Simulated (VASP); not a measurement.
Consider the following.

```yaml
crystal:
  lattice:
    - [2.38560, -4.13197, 0.00000]
    - [2.38560, 4.13197, 0.00000]
    - [0.00000, 0.00000, 7.79382]
  atoms:
    - { symbol: Ag, position: [0.66667, 0.33333, 0.50014] }
    - { symbol: Ag, position: [0.33333, 0.66667, 0.00014] }
    - { symbol: I, position: [0.66667, 0.33333, 0.87486] }
    - { symbol: I, position: [0.33333, 0.66667, 0.37486] }
```

Method: revPBE GGA, VASP's PBE PAW potentials (set 64) (plane waves; VASP). Run with 520 eV cut-off, Gaussian smearing of 0.050 eV, potentials Ag I.

Unless said otherwise, spin-orbit coupling is left out, though it shifts the bands of the heavy elements here.

Q: Give the energies of bands 7 to 20 at the high-symmetry points, in eV from the valence-band maximum.

A: 
```csv
band,Γ,M,K,A,L,H
7,-3.43,-3.21,-3.16,-3.50,-3.25,-3.19
8,-3.39,-3.16,-3.16,-3.50,-3.25,-3.19
9,-2.64,-2.61,-2.65,-2.60,-2.57,-2.65
10,-2.64,-2.59,-2.65,-2.60,-2.57,-2.65
11,-2.58,-2.55,-2.64,-2.60,-2.50,-2.46
12,-2.58,-2.54,-2.63,-2.60,-2.50,-2.46
13,-2.50,-2.35,-2.25,-1.42,-2.37,-2.37
14,-0.57,-2.20,-2.25,-1.42,-2.37,-2.37
15,-0.57,-1.78,-2.06,-0.29,-0.99,-1.53
16,-0.04,-1.43,-1.21,-0.29,-0.99,-1.53
17,0.00,-0.80,-1.21,-0.29,-0.99,-0.90
18,0.00,-0.56,-1.03,-0.29,-0.99,-0.90
19,1.52,3.37,4.31,2.72,3.43,3.96
20,2.81,3.78,4.31,2.72,3.43,3.96
```

The gap is direct, 1.52 eV, from the valence maximum at Γ to the conduction minimum at Γ.

The compound is AgI in the wurtzite structure. It was relaxed first, which changed the volume by +12 %.
